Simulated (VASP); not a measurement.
LiH (space group Fm-3m): the measured cell of entry 2102764 of the Crystallography Open Database is

```cif
data_HLi
_chemical_formula_sum 'Li1 H1'
_space_group_name_H-M_alt 'P 1'
_space_group_IT_number 1
_cell_length_a 2.88040
_cell_length_b 2.88040
_cell_length_c 2.88040
_cell_angle_alpha 60.000
_cell_angle_beta 60.000
_cell_angle_gamma 60.000
loop_
_space_group_symop_operation_xyz
  'x, y, z'
loop_
_atom_site_label
_atom_site_type_symbol
_atom_site_fract_x
_atom_site_fract_y
_atom_site_fract_z
_atom_site_occupancy
Li1 Li 0.00000 0.00000 0.00000 1
H1 H 0.50000 0.50000 0.50000 1
```

Computed with PBEsol GGA, VASP's PBE PAW potentials (set 64) (plane waves; VASP 6.6.1). Numerical set-up: 520 eV cut-off, 13×13×13 Γ-centred mesh, tetrahedra with Blöchl corrections, potentials Li_sv H.

The calculation is for a static lattice at zero pressure; the measurement, whose temperature isn't given here, holds thermal and zero-point expansion. The entry's conditions were not checked, so it may have been measured under pressure.

Problem. How far does the relaxed conventional cell lie from the measured one?

Solution. 
|  | measured | computed | difference |
|---|---|---|---|
| a (Å) | 4.073 | 3.980 | -2.3 % |
| V (Å³/atom) | 8.45 | 7.88 | -6.7 % |

The structure comes from a measured LiH entry (Fm-3m) of the Crystallography Open Database, whose conditions weren't checked. It was relaxed first, which changed the volume by -7 %. Symmetry was kept, so distortions that lower it aren't found.
